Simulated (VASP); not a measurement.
SrMg6Si under changes of volume

One of the cells (25.606 Å³/atom); the others are scaled copies at fixed shape and fractional positions:

```
Sr Si Mg
1.0
     4.94153    0.00000    0.00000
     0.00000    3.04560    6.80569
     0.00000   -3.04560    6.80569
Sr Si Mg
1 1 6
Direct
  0.50000 0.69763 0.69763
  0.50000 0.11525 0.11525
  0.00000 0.86279 0.86279
  0.00000 0.29972 0.29972
  0.00000 0.32092 0.83004
  0.00000 0.83004 0.32092
  0.50000 0.19214 0.68150
  0.50000 0.68150 0.19214
```

The cell comes from a database or a generator and needn't be the stable form of this composition.

- Program: VASP 6.6.1
- Functional: PBE
- Potentials or basis: VASP PAW PBE potentials, release 64 (Sr_sv, Si, Mg)
- Cutoff: 520 eV
- k mesh: 6 × 5 × 5
- Occupations: fermi-dirac, width 0.05 eV
- Spin: no spin polarisation

```csv
volume (Å³/atom),energy over the lowest point (meV/atom),pressure (GPa),largest force (eV/Å)
23.598,10.43,2.5,0.106
24.100,4.09,1.6,0.097
24.602,0.40,0.8,0.089
25.606,0.00,-0.6,0.087
26.108,2.85,-1.2,0.122
26.610,?,?,?
```

What does the run at 26.610 Å³/atom give?

Energy over the lowest point 7.48 meV/atom; pressure -1.7 GPa; largest force 0.155 eV/Å.

Worked out: A Birch-Murnaghan fit of order 3 (a polynomial in V^(-2/3)) to the other rows has its minimum at 25.14 Å³/atom with B0 = V·E''(V) = 34 GPa and B' = 4.0 at fixed shape and positions, which overstates the stiffness. It gives 7.48 meV/atom at 26.610 Å³/atom, against the run's 7.48, and -dE/dV = -1.7 GPa, against -1.7.

Energies are extrapolated to zero smearing.
